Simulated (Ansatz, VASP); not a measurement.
# One calculation of TaSbSe, two programs

The input INCAR:

```
PREC = Accurate
ENCUT = 520
EDIFF = 1E-6
ISMEAR = 0
SIGMA = 0.1
LREAL = F
LASPH = T
NELM = 80
ALGO = Normal
ISIF = 2
LWAVE = F
LCHARG = F
GGA = PE
NBANDS = 18
```

Contents of KPOINTS:

```
Automatic mesh
0
Gamma
  4 4 4
```

The input POSCAR:

```
TaSbSe
1.0
    4.1520331900      0.0000000000      0.0000000000
    0.0000000000      4.1520331900      0.0000000000
    0.0000000000      0.0000000000      5.2981060800
Ta Sb Se
1 1 1
Direct
    0.0000000000      0.0000000000      0.0000000000
    0.0000000000      0.0000000000      0.5000000000
    0.5000000000      0.5000000000      0.0000000000
```

Input for Ansatz:

```yaml
crystal:
  lattice:
    - [4.15203319, 0.0, 0.0]
    - [0.0, 4.15203319, 0.0]
    - [0.0, 0.0, 5.29810608]
  atoms:
    - { symbol: Ta, position: [0.0, 0.0, 0.0] }
    - { symbol: Sb, position: [0.0, 0.0, 0.5] }
    - { symbol: Se, position: [0.5, 0.5, 0.0] }
basis:
  ecutwfc: 420
kpoints:
  mp_grid: { grid: [4, 4, 4] }
hamiltonian:
  xc: pbe
scf:
  occupations: { method: gaussian, width: 0.1 }
  lower_state_search: "off"
output:
  forces: true
  stress: true
  eigenvalues: true
```

Alike in both runs: task single point; functional PBE; k mesh 4 × 4 × 4; occupations gaussian, width 0.1 eV; no spin polarisation.

|  | VASP | Ansatz |
| --- | --- | --- |
| version | VASP 6.6.1 | Ansatz 0.2.0 |
| potentials or method | VASP PAW PBE potentials, release 64 (Ta_pv, Sb, Se) | scalar-relativistic, plane waves, PAW |
| plane-wave cutoff (eV) | 520 | 420 |
| valence electrons in the cell | 22 | 44 |

Ansatz gave:

```
gap on the k mesh at the Fermi level (eV)       : none
pressure (GPa)                                  : -7.6
largest component of the traceless stress (GPa) : 11.48
```

Task: Which values does VASP return?

Result: gap on the k mesh at the Fermi level (eV): none; pressure (GPa): -7.7; largest component of the traceless stress (GPa): 11.42.

A gap of «none» marks a metal or a gap that the smearing closes. The functional is the same, so the differences come from potentials, cutoffs and numerics. The two sets of potentials don't hold the same shells in valence.

Caveats: the k mesh is coarse (spacing up to 0.38 Å⁻¹), so the values aren't converged. Spin-orbit coupling is left out, which matters for the levels of Sb, Ta.
